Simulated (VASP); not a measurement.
Consider the following.

```xyz
4
Lattice="4.0027 0.0000 0.0000 0.0000 4.0027 0.0000 0.0000 0.0000 4.0027" Properties=species:S:1:pos:R:3 pbc="T T T"
Ti     0.0000     0.0000     0.0000
Pt     0.0000     2.0014     2.0014
Pt     2.0014     0.0000     2.0014
Pt     2.0014     2.0014     0.0000
```

Computed with revPBE GGA, VASP's PBE PAW potentials (set 64) (plane waves; VASP). Numerical set-up: 520 eV cut-off, 8×8×8 Γ-centred mesh, first-order Methfessel-Paxton smearing of 0.10 eV, potentials Ti_sv Pt.

Unless said otherwise, spin-orbit coupling is left out, though it shifts the bands of the heavy elements here.

What does the run give for the energy per atom (σ→0), pressure, band gap (on the k-mesh) with the smallest direct gap where there is one?

The band gap (on the k-mesh) comes out as none (metal, semimetal or under 0.01 eV) and the energy per atom (σ→0) is -6900 meV/atom. The pressure is -6.21 GPa.

Total energies compare only between runs with the same potentials, cut-off and functional.

The compound is Pt3Ti in the L1_2 structure. This cell is one point of a volume scan, at 1.03 of the reference volume.
